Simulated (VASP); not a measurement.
Wanted: the native input for a VASP 6.6.1 run.

```
Task                   : band structure
Functional             : PBE
Dispersion             : MBD-FI
Potentials or basis    : VASP PAW PBE potentials, release 64 (Na_pv, Be_sv, Se)
Cutoff                 : 520 eV
k mesh                 : 9 × 9 × 4
Occupations            : gaussian, width 0.01 eV
Spin                   : no spin polarisation
Further INCAR settings : ALGO = Fast; EDIFF = 1e-07; NBANDS = 22
```

The structure of NaBe2Se2 lies in NaBe2Se2.cif:

```cif
data_NaBe2Se2
_cell_length_a 3.62264519
_cell_length_b 3.62264519
_cell_length_c 7.90288781
_cell_angle_alpha 90.00000000
_cell_angle_beta 90.00000000
_cell_angle_gamma 120.00000000
_space_group_name_H-M_alt 'P-6m2'
_space_group_name_Hall 'P -6 2'
_space_group_IT_number 187
loop_
_space_group_symop_operation_xyz
'x,y,z'
'-x+y,-x,-z'
'-y,x-y,z'
'x,y,-z'
'-x+y,-x,z'
'-y,x-y,-z'
'-y,-x,-z'
'x,x-y,z'
'-x+y,y,-z'
'-y,-x,z'
'x,x-y,-z'
'-x+y,y,z'
loop_
_atom_site_label
_atom_site_type_symbol
_atom_site_symmetry_multiplicity
_atom_site_Wyckoff_symbol
_atom_site_fract_x
_atom_site_fract_y
_atom_site_fract_z
_atom_site_occupancy
Na1 Na 1 b 0.0000000000 0.0000000000 0.5000000000 1
Be1 Be 2 h 0.3333333333 0.6666666667 0.1463900000 1
Se1 Se 2 i 0.6666666667 0.3333333333 0.2285200000 1
```

The structure of NaBe2Se2 lies in POSCAR:

```
Na Be Se
 1.0000000000000000
     3.6226451900000001    0.0000000000000000    0.0000000000000000
    -1.8113225949999991    3.1373027634375048    0.0000000000000000
     0.0000000000000000    0.0000000000000000    7.9028878100000002
 Na  Be  Se 
   1   2   2
Cartesian
  0.0000000000000000  0.0000000000000000  3.9514439050000001
 -0.0000000001811317  2.0915351757295797  1.1569037465059002
  0.0000000001811327  2.0915351757295801  6.7459840634940997
  1.8113225951811323  1.0457675877079249  1.8059679223412000
  1.8113225948188683  1.0457675877079249  6.0969198876587996
```

The cell was built by a generator and needn't be a form met in nature.

The cell isn't the ideal one: volume scaled by 0.96.

These files were run (other wordings do the same):

INCAR

```
SYSTEM = NaBe2Se2
PREC = Accurate
ENCUT = 520
EDIFF = 1E-7
ISMEAR = 0
SIGMA = 0.01
LREAL = .FALSE.
LASPH = .TRUE.
NELM = 100
ALGO = Fast
ISIF = 2
LWAVE = .FALSE.
LCHARG = .FALSE.
GGA = PE
IVDW = 263
NBANDS = 22
```

KPOINTS

```
regular mesh
0
G
  9 9 4
  0 0 0
```

KPOINTS_OPT

```
path GMKGALHA,LM,KH
20
line-mode
reciprocal
 0.0000000000  0.0000000000  0.0000000000  G
 0.5000000000  0.0000000000  0.0000000000  M

 0.5000000000  0.0000000000  0.0000000000  M
 0.3333333333  0.3333333333  0.0000000000  K

 0.3333333333  0.3333333333  0.0000000000  K
 0.0000000000  0.0000000000  0.0000000000  G

 0.0000000000  0.0000000000  0.0000000000  G
 0.0000000000  0.0000000000  0.5000000000  A

 0.0000000000  0.0000000000  0.5000000000  A
 0.5000000000  0.0000000000  0.5000000000  L

 0.5000000000  0.0000000000  0.5000000000  L
 0.3333333333  0.3333333333  0.5000000000  H

 0.3333333333  0.3333333333  0.5000000000  H
 0.0000000000  0.0000000000  0.5000000000  A

 0.5000000000  0.0000000000  0.5000000000  L
 0.5000000000  0.0000000000  0.0000000000  M

 0.3333333333  0.3333333333  0.0000000000  K
 0.3333333333  0.3333333333  0.5000000000  H
```

Potentials or basis: VASP PAW PBE potentials, release 64 (Na_pv, Be_sv, Se).

The run is started by

```sh
$ ase convert -i cif -o vasp NaBe2Se2.cif POSCAR
$ cat potpaw_PBE.64/Na_pv/POTCAR potpaw_PBE.64/Be_sv/POTCAR potpaw_PBE.64/Se/POTCAR > POTCAR
$ mpirun -np 1 vasp_std > vasp.out
```

It gave:

| Item | Value |
| --- | --- |
| Pressure | -1.3 GPa |
| Largest force | 0.139 eV/Å |
| Band gap along the path | none (metal or under the smearing width) |
| Hirshfeld charges | Na +0.17; Be +0.01; Se -0.09 e |
| Dispersion energy per atom | -0.344 eV |

It took 6 min on 1 thread of AMD EPYC 7R13 Processor (Zen 3), on a shared host, peak memory 0.26 GiB.
